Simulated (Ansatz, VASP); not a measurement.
**HfIn4SiO6: VASP beside Ansatz**

```
Hf In Si O
1.0
     5.81044    0.00388    0.01590
    -0.71889    6.22795   -0.00586
    -2.79086   -1.42294    6.76081
Hf In Si O
1 4 1 6
Direct
  0.11793 0.01556 0.13292
  0.38842 0.99901 0.72891
  0.75865 0.00842 0.49586
  0.23461 0.48841 0.53300
  0.59649 0.48211 0.20528
  0.86778 0.44029 0.85544
  0.55316 0.38738 0.79290
  0.93454 0.38483 0.65596
  0.98414 0.26218 0.00347
  0.99083 0.69806 0.98452
  0.08665 0.06493 0.39374
  0.48680 0.10883 0.21799
```

Change from the starting cell: volume scaled by 1.06.

Alike in both runs: task single point; functional PBE; k mesh 5 × 5 × 4; occupations fermi-dirac, width 0.05 eV; no spin polarisation.

|  | VASP | Ansatz |
| --- | --- | --- |
| version | VASP 6.6.1 | Ansatz 0.2.0 |
| potentials or method | VASP PAW PBE potentials, release 64 (Hf_pv, In_d, Si, O) | Ansatz PAW |
| plane-wave cutoff (eV) | 520 | 420 |
| valence electrons in the cell | 102 | 118 |

Ansatz gave:

```
gap on the k mesh at the Fermi level (eV)       : 1.02
least direct gap on the mesh (eV)               : 1.28
pressure (GPa)                                  : -4.4
largest component of the traceless stress (GPa) : 0.40
rms of the force components (eV/Å)              : 0.296
```

Question: Estimate VASP's values.

Answer: gap on the k mesh at the Fermi level (eV): 1.00; least direct gap on the mesh (eV): 1.27; pressure (GPa): -4.6; largest component of the traceless stress (GPa): 0.46; rms of the force components (eV/Å): 0.307.

Atom by atom the forces differ by 0.049 eV/Å (rms over components). The two sets of potentials don't hold the same shells in valence.

Caveats: spin-orbit coupling is left out, which moves the levels of the heavy elements; an odd mesh through Γ misses points on the zone boundary, where band edges often lie (VASP); odd divisions of the mesh miss points on the zone boundary, where band edges often lie, so the gap on the mesh can be too wide (Ansatz); the pressure holds a Pulay correction of +0.3 GPa for the finite cutoff (Ansatz).
